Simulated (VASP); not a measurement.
Crystal: NbP.

```
CELL_PARAMETERS angstrom
-1.67492 1.67492 5.74011
1.67492 -1.67492 5.74011
1.67492 1.67492 -5.74011
ATOMIC_POSITIONS crystal
Nb 0.74988 0.74988 0.00000
Nb 0.49988 0.99988 0.50000
P 0.33275 0.33275 0.00000
P 0.08275 0.58275 0.50000
```

The cell is a database's computed one.

Base run:

* Program: VASP 6.6.1
* Functional: PBE
* Potentials or basis: VASP PAW PBE potentials, release 64 (Nb_sv, P)
* Cutoff: 700 eV
* k mesh: 12 × 12 × 12
* Occupations: gaussian, width 0.1 eV
* Spin: no spin polarisation

Its results: band gap on the k mesh none (metal or under the smearing width); pressure -1.4 GPa; largest force 0.015 eV/Å.

Problem. The run is repeated on the same cell with these changes: cutoff from 700 eV to 520 eV; k mesh from 12 × 12 × 12 to 6 × 6 × 6. What comes out?

Solution. Band gap on the k mesh 0.06 eV, direct; pressure -1.3 GPa; largest force 0.016 eV/Å.

Caveats: some runs use coarse meshes.

A k mesh can miss the band edges.
